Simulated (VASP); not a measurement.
# HfN: structure and properties in VASP, part 2 of 4

Wanted: the relaxed cell of HfN and its properties. The start is a cell from a database of measured crystal structures.

VASP 6.6.1; PBEsol; plane waves and PAW (Hf_pv, N).

Still holding for the runs below: This run has no spin polarisation. Its electron count is odd, so without a moment it is a metal by construction.

So far. Step 2 (Relaxing cell and atoms (PBEsol)): It ends with forces that vanish by symmetry and a pressure of -0.03 GPa. The volume lies -1.4 % from that of the database's start, which holds the thermal and zero-point expansion of its experiment. Step 3 (Second relaxation): It ends with forces that vanish by symmetry and a pressure of -0.05 GPa. The volume moved by under 0.01 %: the run met its threshold at the first step. The relaxed cell has a = 4.491 Å (conventional setting).

The database entry behind the starting cell differs from later determinations by our own check (about 0.3 % short), so it need not match the best structure at ambient conditions.

## 4. Density, ELF and potential (PBEsol)

The relaxed cell gets a fresh self-consistent run, on a basis set for its own volume, to fix the density and to check the remaining stress.

INCAR

```
SYSTEM = HfN
PREC = Accurate
ENCUT = 520
EDIFF = 1E-06
NELM = 100
ISMEAR = 0
SIGMA = 0.05
LREAL = .FALSE.
ALGO = Normal
GGA = PS
NBANDS = 13
LASPH = .TRUE.
LORBIT = 11
LWAVE = .FALSE.
LCHARG = .TRUE.
ISIF = 2
LELF = .TRUE.
LVHAR = .TRUE.
```

POSCAR

```
HfN
1.0
    0.0000000000      2.2452610381      2.2452610381
    2.2452610381      0.0000000000      2.2452610381
    2.2452610381      2.2452610381      0.0000000000
Hf N
1 1
Direct
    0.0000000000      0.0000000000      0.0000000000
    0.5000000000      0.5000000000      0.5000000000
```

KPOINTS

```
Automatic mesh
0
Gamma
10 10 10
0 0 0
```

Potentials, in the order of the species: Hf_pv and N (PBE family, release 64).

Started as:

```sh
mpirun -np 2 vasp_std
```

Output:

```text
[banner, memory and clock lines left out]
running    2 mpi-ranks, on    1 nodes
 distrk:  each k-point on    2 cores,    1 groups
 distr:  one band on    1 cores,    2 groups

 POSCAR found type information on POSCAR HfN
 POSCAR found :  2 types and       2 ions
 [... a notice as in an earlier step ...]

 LDA part: xc-table for (Slater+PW92), standard interpolation
|                                                                             |
|           W    W    AA    RRRRR   N    N  II  N    N   GGGG   !!!           |
|           W    W   A  A   R    R  NN   N  II  NN   N  G    G  !!!           |
|           W    W  A    A  R    R  N N  N  II  N N  N  G       !!!           |
|           W WW W  AAAAAA  RRRRR   N  N N  II  N  N N  G  GGG   !            |
|           WW  WW  A    A  R   R   N   NN  II  N   NN  G    G                |
|           W    W  A    A  R    R  N    N  II  N    N   GGGG   !!!           |
|                                                                             |
|     The number of bands has been changed from the values supplied in        |
|     The orbitals not found in the WAVECAR file will be initialized with     |
|     random numbers, which is usually adequate. For correlated               |
|     calculations, however, you should redo the groundstate calculation.     |
|     I found NBANDS = 13. Now, NBANDS = 14.                                  |
|                                                                             |

 POSCAR, INCAR and KPOINTS ok, starting setup
 FFT: planning ... GRIDC
 FFT: planning ... GRID_SOFT
 FFT: planning ... GRID
 WAVECAR not read
 entering main loop
       N       E                     dE             d eps       ncg     rms          rms(c)
DAV:   1     0.373889671176E+02    0.37389E+02   -0.76884E+03  1324   0.101E+03
DAV:   2    -0.237918268467E+02   -0.61181E+02   -0.57392E+02  1744   0.237E+02
DAV:   3    -0.257114836435E+02   -0.19197E+01   -0.19140E+01  1526   0.345E+01
DAV:   4    -0.257182640653E+02   -0.67804E-02   -0.67792E-02  1586   0.241E+00
DAV:   5    -0.257183038193E+02   -0.39754E-04   -0.39755E-04  1508   0.159E-01    0.521E+01
DAV:   6    -0.231013643746E+02    0.26169E+01   -0.71587E+00  1448   0.209E+01    0.432E+01
DAV:   7    -0.230167030563E+02    0.84661E-01   -0.43850E-01  1670   0.580E+00    0.261E+01
DAV:   8    -0.229909090311E+02    0.25794E-01   -0.95085E-02  1526   0.263E+00    0.504E+00
DAV:   9    -0.229864118375E+02    0.44972E-02   -0.11678E-02  1550   0.875E-01    0.197E+00
DAV:  10    -0.229863225678E+02    0.89270E-04   -0.90246E-04  1744   0.280E-01    0.465E-01
DAV:  11    -0.229862897863E+02    0.32782E-04   -0.68448E-05  1640   0.822E-02    0.828E-02
DAV:  12    -0.229862885906E+02    0.11956E-05   -0.69039E-06  1678   0.222E-02    0.222E-02
DAV:  13    -0.229862884030E+02    0.18763E-06   -0.11775E-07   862   0.341E-03
   1 F= -.22986288E+02 E0= -.22985761E+02  d E =-.105500E-02
```

Wall time 7.2 s (2 MPI ranks of Intel Xeon Platinum 8259CL at 2.50GHz (Skylake/Cascade Lake), shared host); peak memory 0.24 GiB.

Parts of OUTCAR (step 4):

```text
The static configuration has the point symmetry O_h .

 Found     47 irreducible k-points:

   k-points           NKPTS =     47   k-points in BZ     NKDIM =     47   number of bands    NBANDS=     14

   NELECT =      15.0000    total number of electrons

 E-fermi :   8.3900

 k-point     1 :       0.0000    0.0000    0.0000
  band No.  band energies     occupation
    ...
      6       5.3507      2.00000
      7       5.3507      2.00000
      8       7.9823      2.00000
      9       7.9823      2.00000
     10       7.9823      2.00000
     11      10.3487      0.00000
     12      10.3530      0.00000
     13      10.3530      0.00000
     14      17.9455      0.00000

 k-point     2 :       0.1000    0.0000    0.0000
  band No.  band energies     occupation
    ...
      6       4.7851      2.00000
      7       4.7851      2.00000
      8       8.2238      2.00000
      9       8.3184      1.95715
     10       8.3184      1.95715
     11      11.0475      0.00000
     12      11.1178      0.00000
     13      11.1178      0.00000
     14      18.7324      0.00000

  Total       -0.0057178     -0.0057178     -0.0057178      0.0000000      0.0000000      0.0000000
  in kB       -0.4046754     -0.4046754     -0.4046754      0.0000000      0.0000000      0.0000000
  external PRESSURE =      -0.4046754 kB  Pullay stress =       0.0000000 kB

  FREE ENERGIE OF THE ION-ELECTRON SYSTEM (eV)
  ---------------------------------------------------
  free  energy   TOTEN  =       -22.9862884030 eV

  energy  without entropy=      -22.9852334012  energy(sigma->0) =      -22.98576090

[... 9 parts as in an earlier step ...]

[... 5 further parts left out ...]
```

Numbers from this step:

* SCF cycles: 13
* bands: 14
* pressure: -0.04047 GPa

Valence electrons inside each PAW sphere by angular momentum. Sphere charges, by row:

```
atom  s (e)  p (e)  d (e)  tot (e)
 Hf1  0.297  6.602  1.808    8.707
  N2  1.228  2.508      0    3.736
```

Valence density in the ac plane of the conventional cell at fractional y = 0.000, with atoms of Hf and N within 0.2 Å of it. It is the smooth field of the valence electrons, not physical close to the nuclei.

Ten even steps from '_' (0.2 e/Å³) to '@' (3.7 e/Å³), each cell a mean:
```
@@##--__..==%%@@**::__..++%%
**==..____..====::..____::++
....________....__________..
____________________________
::..______..----::______..::
##==..__..==##%%**::____::**
@@##::__..**@@@@%%--__..==@@
@@**::__..++%%@@##--__..==%%
==::..____::++**==..____..==
..__________......________..
____________________________
--::______..::::..______..--
%%**::____::**##==..__..==##
@@%%--__..==@@@@##::__..**@@
```
Columns run along a (4.5 Å), rows up along c (4.5 Å), edges of the conventional cell, whose origin can differ from the input's. Atoms in or near the plane, at fractional coordinates: Hf at (0.00, 0.00), Hf at (0.50, 0.50), N at (0.50, 0.00), N at (0.00, 0.50).

Electrostatic potential energy in the ac plane of the conventional cell at fractional y = 0.000, with atoms of Hf and N within 0.2 Å of it. With pseudopotentials it is smooth inside the atoms' cores, unlike the true potential.

Ten even steps from '0' (-49 eV) to '9' (-2 eV), each cell a mean:
```
45689500189765
66789954799866
77899999999987
89999888899999
89998766779998
04997655678971
20887644568940
01897654568950
47998666678995
99999877789999
88999998999988
67799988999876
56789710499765
45689402088764
```
Columns run along a (4.5 Å; values clipped at the 3rd and 97th percentile), rows up along c (4.5 Å), edges of the conventional cell, whose origin can differ from the input's. Atoms in or near the plane, at fractional coordinates: Hf at (0.00, 0.00), Hf at (0.50, 0.50), N at (0.50, 0.00), N at (0.00, 0.50).

ELF in the ac plane of the conventional cell at fractional y = 0.000, with atoms of Hf and N within 0.2 Å of it. It is the smooth field of the valence electrons, not physical close to the nuclei.

Ten even steps from '0' (0.02) to '9' (0.79), each cell a mean:
```
03426975993341
45325999983254
33113566642123
33321222211233
98631344421489
89833532442699
38933400242695
59933410342697
99832544532599
66421233311356
22112333332122
44214899863134
24426998983353
02426953893340
```
Columns run along a (4.5 Å), rows up along c (4.5 Å), edges of the conventional cell, whose origin can differ from the input's. Atoms in or near the plane, at fractional coordinates: Hf at (0.00, 0.00), Hf at (0.50, 0.50), N at (0.50, 0.00), N at (0.00, 0.50).

In this run the pressure is -0.04 GPa, small enough to go on.

## 5. Bands along the symmetry lines (PBEsol)

The mesh alone shows little of the dispersion and can miss band extrema, so KPOINTS_OPT adds a path through the symmetry points after the self-consistent cycle.

INCAR

```
SYSTEM = HfN
PREC = Accurate
ENCUT = 520
EDIFF = 1E-06
NELM = 100
ISMEAR = 0
SIGMA = 0.05
LREAL = .FALSE.
ALGO = Normal
GGA = PS
NBANDS = 19
LASPH = .TRUE.
LORBIT = 11
LWAVE = .FALSE.
LCHARG = .FALSE.
KPAR = 2
```

POSCAR is that of step 4.

KPOINTS is that of step 4.

KPOINTS_OPT

```
Line mode
16
Line-mode
Reciprocal
  0.00000000   0.00000000   0.00000000 GAMMA
  0.50000000   0.00000000   0.50000000 X

  0.50000000   0.00000000   0.50000000 X
  0.50000000   0.25000000   0.75000000 W

  0.50000000   0.25000000   0.75000000 W
  0.37500000   0.37500000   0.75000000 K

  0.37500000   0.37500000   0.75000000 K
  0.00000000   0.00000000   0.00000000 GAMMA

  0.00000000   0.00000000   0.00000000 GAMMA
  0.50000000   0.50000000   0.50000000 L

  0.50000000   0.50000000   0.50000000 L
  0.62500000   0.25000000   0.62500000 U

  0.62500000   0.25000000   0.62500000 U
  0.50000000   0.25000000   0.75000000 W

  0.50000000   0.25000000   0.75000000 W
  0.50000000   0.50000000   0.50000000 L

  0.50000000   0.50000000   0.50000000 L
  0.37500000   0.37500000   0.75000000 K

  0.62500000   0.25000000   0.62500000 U
  0.50000000   0.00000000   0.50000000 X
```

Started as:

```sh
mpirun -np 2 vasp_std
```

Output:

```text
[... set-up lines as in an earlier step ...]
 entering main loop
       N       E                     dE             d eps       ncg     rms          rms(c)
DAV:   1     0.401816634606E+02    0.40182E+02   -0.72946E+03  1802   0.751E+02
DAV:   2    -0.239324053290E+02   -0.64114E+02   -0.60574E+02  2191   0.206E+02
DAV:   3    -0.257140116544E+02   -0.17816E+01   -0.17686E+01  2068   0.263E+01
DAV:   4    -0.257182961346E+02   -0.42845E-02   -0.42842E-02  2050   0.144E+00
DAV:   5    -0.257183041630E+02   -0.80284E-05   -0.80281E-05  2068   0.604E-02    0.521E+01
DAV:   6    -0.231044805671E+02    0.26138E+01   -0.53289E+00  1956   0.154E+01    0.435E+01
DAV:   7    -0.230174938323E+02    0.86987E-01   -0.36334E-01  1918   0.430E+00    0.261E+01
DAV:   8    -0.229905444562E+02    0.26949E-01   -0.81567E-02  1943   0.205E+00    0.466E+00
DAV:   9    -0.229863828773E+02    0.41616E-02   -0.81517E-03  1959   0.646E-01    0.197E+00
DAV:  10    -0.229863157233E+02    0.67154E-04   -0.61959E-04  1991   0.197E-01    0.479E-01
DAV:  11    -0.229862894993E+02    0.26224E-04   -0.37353E-05  1950   0.566E-02    0.868E-02
DAV:  12    -0.229862884867E+02    0.10126E-05   -0.66356E-06  1991   0.169E-02    0.172E-02
DAV:  13    -0.229862883813E+02    0.10541E-06   -0.97990E-08  1019   0.248E-03
   1 F= -.22986288E+02 E0= -.22985761E+02  d E =-.105502E-02
 Start KPOINTS_OPT (optional k-point list driver)
k-point batch [1-47\160]
       N       E                     dE             ncg
DAV:   1    -0.313814056677E+04   -0.29353E+05     1810
DAV:   2    -0.604222243001E+04   -0.29041E+04     2191
DAV:   3    -0.612700341812E+04   -0.84781E+02     2107
DAV:   4    -0.612722621305E+04   -0.22279E+00     1966
DAV:   5    -0.612722665729E+04   -0.44425E-03     2066
DAV:   6    -0.612722665895E+04   -0.16596E-05     1698
DAV:   7    -0.612722665906E+04   -0.10974E-06     1527
[...]
k-point batch [142-160\160]
       N       E                     dE             ncg
DAV:   1     0.160116664451E+05   -0.13606E+05      722
DAV:   2     0.148337466018E+05   -0.11779E+04      881
DAV:   3     0.147982779945E+05   -0.35469E+02      809
DAV:   4     0.147981859318E+05   -0.92063E-01      772
DAV:   5     0.147981857507E+05   -0.18107E-03      807
DAV:   6     0.147981857500E+05   -0.70167E-06      685
```

Run time: 20 s. Hardware: 2 MPI ranks; peak memory 0.3 GiB.

OUTCAR, selected parts (step 5):

```text
   k-points           NKPTS =     47   k-points in BZ     NKDIM =     47   number of bands    NBANDS=     19

   NELECT =      15.0000    total number of electrons

 E-fermi :   8.3900

 k-point     1 :       0.0000    0.0000    0.0000
  band No.  band energies     occupation
    ...
      6       5.3507      2.00000
      7       5.3507      2.00000
      8       7.9823      2.00000
      9       7.9823      2.00000
     10       7.9823      2.00000
     11      10.3487      0.00000
     12      10.3530      0.00000
     13      10.3530      0.00000
     14      17.9455      0.00000
     15      20.7138      0.00000
    ...

  Total       -0.0051819     -0.0051819     -0.0051819     -0.0000000      0.0000000      0.0000000
  in kB       -0.3667517     -0.3667517     -0.3667517     -0.0000000      0.0000000      0.0000000
  external PRESSURE =      -0.3667517 kB  Pullay stress =       0.0000000 kB

 POSITION                                       TOTAL-FORCE (eV/Angst)
 -----------------------------------------------------------------------------------
      0.00000      0.00000      0.00000         0.000000     -0.000000     -0.000000
      2.24526      2.24526      2.24526        -0.000000      0.000000      0.000000
 -----------------------------------------------------------------------------------
    total drift:                                0.000000     -0.000000     -0.000000

  FREE ENERGIE OF THE ION-ELECTRON SYSTEM (eV)
  ---------------------------------------------------
  free  energy   TOTEN  =       -22.9862883813 eV

  energy  without entropy=      -22.9852333622  energy(sigma->0) =      -22.98576087

[... 9 parts as in an earlier step ...]

[... 7 further parts left out ...]
```

Spin-orbit coupling is off here; with elements this heavy it splits and shifts levels by tenths of an eV or more.

This step gave:

```yaml
bands: 19
pressure: -0.03668 GPa
```

The electronic bands at the labelled points (eV, zero at the Fermi level; # counts the bands kept, so #1 is VASP's band 5):

```
          point     #1     #2     #3     #4     #5     #6    #7    #8
              Γ  -3.04  -3.04  -3.04  -0.41  -0.41  -0.41  1.96  1.96
0.47 of the way  -6.78  -3.87  -3.87  -2.38   2.83   2.96  2.96  3.16
              X  -5.42  -3.95  -3.70  -3.70   4.17   5.67  5.67  5.80
0.53 of the way  -5.50  -5.24  -5.12  -1.53   3.88   5.12  5.68  6.57
              W  -6.27  -5.51  -5.51   1.12   1.12   5.68  5.72  6.29
0.53 of the way  -6.35  -5.55  -5.25  -0.33   2.79   5.32  5.93  6.55
              K  -6.43  -5.55  -5.02  -0.91   3.95   4.55  6.21  6.81
0.53 of the way  -6.95  -5.56  -4.78   0.76   0.94   3.03  3.17  6.18
              Γ  -3.04  -3.04  -3.04  -0.41  -0.41  -0.41  1.96  1.96
0.47 of the way  -6.25  -4.96  -4.96   0.43   1.13   1.13  4.59  5.10
              L  -9.04  -6.30  -6.30   3.35   3.78   3.78  4.48  9.07
0.47 of the way  -8.22  -5.96  -5.93   1.60   3.14   3.83  6.50  8.51
              U  -6.43  -5.55  -5.02  -0.91   3.95   4.55  6.21  6.81
0.47 of the way  -6.35  -5.55  -5.25  -0.33   2.79   5.32  5.93  6.55
              W  -6.27  -5.51  -5.51   1.12   1.12   5.68  5.72  6.29
0.47 of the way  -7.72  -5.79  -5.73   1.56   1.96   4.56  6.48  7.80
              L  -9.04  -6.30  -6.30   3.35   3.78   3.78  4.48  9.07
0.53 of the way  -8.00  -5.88  -5.83   1.26   3.16   3.87  6.54  8.35
              K  -6.43  -5.55  -5.02  -0.91   3.95   4.55  6.21  6.81
      jump to U  -6.43  -5.55  -5.02  -0.91   3.95   4.55  6.21  6.81
0.47 of the way  -5.47  -5.16  -4.20  -2.49   5.00   5.07  5.33  6.23
              X  -5.42  -3.95  -3.70  -3.70   4.17   5.67  5.67  5.80
```

Of the projections kept (Hf, N), the largest for each band there; the rest of the weight can lie on other orbitals:

```
point       #1       #2       #3       #4       #5       #6       #7       #8
    Γ   N 0.91   N 0.91   N 0.91  Hf 1.00  Hf 1.00  Hf 1.00   N 0.52  Hf 1.00
    X  Hf 0.50  Hf 1.00   N 0.75   N 0.75  Hf 1.00  Hf 1.00  Hf 1.00  Hf 0.74
    W   N 0.60  Hf 0.54  Hf 0.54  Hf 0.69  Hf 0.69  Hf 1.00  Hf 0.84  Hf 0.98
    K  Hf 0.52  Hf 0.52   N 0.62  Hf 0.76  Hf 0.74  Hf 1.00  Hf 0.84  Hf 0.85
    Γ   N 0.91   N 0.91   N 0.91  Hf 1.00  Hf 1.00  Hf 1.00   N 0.52  Hf 1.00
    L  Hf 0.57   N 0.54   N 0.54  Hf 0.65  Hf 0.93  Hf 0.93  Hf 0.89  Hf 0.70
```

The electronic bands as a text plot (rows in eV, shown from -8.0 to 2.0 only):

```
    1.8 |            *      *  *  *         *    *   *
    1.3 |             *      *        **           **      *
    0.9 |  *          *   *  *       *            *
    0.5 | *          *        * *     *      *   *
    0.1 |                *     *    **                      *
   -0.3 |*             *        ****          * *
   -0.7 | *         *   *                      *             *
   -1.2 |  *
   -1.6 |                                                     *
   -2.0 |   *
   -2.4 |          *
   -2.8 |    *                                                 *
   -3.2 |**   *   *              ***
   -3.6 |  **  ***              *  *                            *
   -4.1 |    **  **            **   *                          **
   -4.5 | *       *           * *   **                        *
   -4.9 |          *    *    * *               *               *
   -5.3 |  *     ******* * ** *       *       * ** *        ** **
   -5.7 |       *   *******  * *     * *     *********     ****
   -6.1 |            ***   **           *****    **   *****
   -6.5 |   *  *        *     *                **  *         *
   -7.0 |    **          *            *       *     *
   -7.4 |                 *  *               *              *
   -7.8 |                  **          *             *     *
         Γ       X    W  K        Γ      L     U  W     L   K|U X
```

There is no gap at this level.

[end of part 2 of 4]

[Lines on the potential files, build, host, timing and source positions are cut from VASP's logs without a mark.]

[Logs are printed without paths, hosts, clocks, repeated set-up lines and the standing remarks that a program may print on its own settings, such as how far it seeks lower states.]

[Hosts, paths, dates, database ids (printed as entryN), source tags and the programs' standing remarks are cut or masked in the printed files.]

[A measured line is paired with the nearest computed mode of its activity, which favours agreement.]
